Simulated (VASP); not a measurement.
Here is a VASP 6.6.1 calculation.

The input INCAR:

```
ALGO     = Fast           # electronic algorithm
EDIFF    = 1E-4           # SCF threshold, eV
EDIFFG   = -0.08          # ionic threshold
ENCUT    = 520            # plane-wave cutoff, eV
GGA      = PE             # functional
IBRION   = 2              # ionic algorithm
ISIF     = 3              # what is computed and relaxed
ISMEAR   = 0              # smearing method
LASPH    = T              # aspherical terms in the spheres
LCHARG   = F              # write CHGCAR
LREAL    = F              # projectors in reciprocal space
LWAVE    = F              # write WAVECAR
NELM     = 60             # most SCF steps
NSW      = 24             # ionic steps
PREC     = Normal         # precision mode
SIGMA    = 0.15           # smearing width, eV
```

The input KPOINTS:

```
k-points
0
Gamma
  3 3 4
```

File POSCAR:

```
Cd2TeO
1.0
    5.2814786200      0.0000000000      0.0000000000
    0.0000000000      5.2814786200      0.0000000000
    0.0000000000      0.0000000000      3.5596619500
Cd Te O
2 1 1
Direct
    0.0000000000      0.5000000000      0.0000000000
    0.5000000000      0.0000000000      0.0000000000
    0.5000000000      0.5000000000      0.0000000000
    0.0000000000      0.0000000000      0.5000000000
```

Potentials or basis: VASP PAW PBE potentials, release 64 (Cd, Te, O).

Launch:

```bash
$ cat potpaw_PBE.64/Cd/POTCAR potpaw_PBE.64/Te/POTCAR potpaw_PBE.64/O/POTCAR > POTCAR
$ mpirun -np 1 vasp_std > vasp.out
```

Task: Estimate the space group after relaxing (to 0.05 Å).

Result: P4/mmm (No. 123).

Task: What does it give for the relaxed volume?

Result: 23.72 Å³/atom.

Task: What does it give for the band gap on the k mesh?

Result: None (metal or under the smearing width).

Final structure:
```yaml
crystal:
  lattice:
    - [5.47994, 0.00000, 0.00000]
    - [0.00000, 5.47994, 0.00000]
    - [0.00000, 0.00000, 3.15982]
  atoms:
    - { symbol: Cd, position: [0.00000, 0.50000, 0.00000] }
    - { symbol: Cd, position: [0.50000, 0.00000, 0.00000] }
    - { symbol: Te, position: [0.50000, 0.50000, 0.00000] }
    - { symbol: O, position: [0.00000, 0.00000, 0.50000] }
```

Caveat: the k mesh is coarse (spacing up to 0.44 Å⁻¹), so the values aren't converged. The run has no spin-orbit coupling, so splittings on Te are missing.
